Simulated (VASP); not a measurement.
## CsBa3 under changes of volume

One of the cells (73.457 Å³/atom); the others are scaled copies at fixed shape and fractional positions:

```
Ba Cs
1.0
     6.64811    0.00000    0.00000
     0.00000    6.64811    0.00000
     0.00000    0.00000    6.64811
Ba Cs
3 1
Cartesian
  3.3241 3.3241 0.0000
  3.3241 0.0000 3.3241
  0.0000 3.3241 3.3241
  0.0000 0.0000 0.0000
```

The cell comes from a database or a generator and needn't be the stable form of this composition.

- Program: VASP 6.6.1
- Functional: PBE
- Potentials or basis: VASP PAW PBE potentials, release 64 (Ba_sv, Cs_sv)
- Cutoff: 520 eV
- k mesh: 4 × 4 × 4
- Occupations: fermi-dirac, width 0.05 eV
- Spin: no spin polarisation

```tsv
volume (Å³/atom)	energy over the lowest point (meV/atom)	pressure (GPa)
67.696	?	?
69.136	1.23	0.2
70.577	0.00	0.1
73.457	0.89	-0.1
74.898	2.81	-0.3
76.338	5.60	-0.3
```

Question: What does the run at 67.696 Å³/atom give?

Answer: Energy over the lowest point 3.73 meV/atom; pressure 0.4 GPa.

Worked out: A Birch-Murnaghan fit of order 3 (a polynomial in V^(-2/3)) to the other rows has its minimum at 71.40 Å³/atom with B0 = V·E''(V) = 6.0 GPa and B' = 3.7. It gives 3.72 meV/atom at 67.696 Å³/atom, against the run's 3.73, and -dE/dV = 0.4 GPa, against 0.4.

Energies are extrapolated to zero smearing.
